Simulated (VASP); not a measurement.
Si5Ru:

```
Si Ru
1.0
     4.60021    0.00000    0.00000
    -2.30011    3.98390    0.00000
     0.00000    0.00000    5.16490
Si Ru
5 1
Direct
  0.50000 0.00000 0.50000
  0.00000 0.50000 0.50000
  0.50000 0.50000 0.50000
  0.33333 0.66667 0.00000
  0.66667 0.33333 0.00000
  0.00000 0.00000 0.00000
```

The cell was built by a generator and needn't be a form met in nature.

The cell isn't the ideal one: random cell by space group and Wyckoff sites (P6/mmm, No. 191).

| Quantity | Value |
| --- | --- |
| Program | VASP 6.6.1 |
| Task | relaxation of cell and atoms |
| Functional | PBE |
| Potentials or basis | VASP PAW PBE potentials, release 64 (Si, Ru_pv) |
| Cutoff | 600 eV |
| k mesh | 6 × 6 × 4 |
| Occupations | gaussian, width 0.1 eV |
| Spin | no spin polarisation |

At the start: pressure 0.2 GPa; volume 15.78 Å³/atom.

Question: How do energy, volume and symmetry change on relaxing?

Answer: Over 4 steps the energy falls by 41.0 meV/atom and the volume is 15.12 Å³/atom (-4.2 %); space group P6/mmm (No. 191, to 0.05 Å).

Step by step:
```csv
step,energy change (eV),largest force (eV/Å),pressure (GPa),volume (Å³)
1,0.0000,0.0000,0.21,94.66
2,-0.1295,0.0000,-2.10,94.88
3,-0.1832,0.0000,-3.67,94.98
4,-0.2459,0.0000,0.08,90.70
```

Final structure:
```
Si Ru
1.0
     4.71156    0.00000    0.00000
    -2.35578    4.08033    0.00000
     0.00000    0.00000    4.71801
Si Ru
5 1
Direct
  0.50000 0.00000 0.50000
  0.00000 0.50000 0.50000
  0.50000 0.50000 0.50000
  0.33333 0.66667 0.00000
  0.66667 0.33333 0.00000
  0.00000 0.00000 0.00000
```
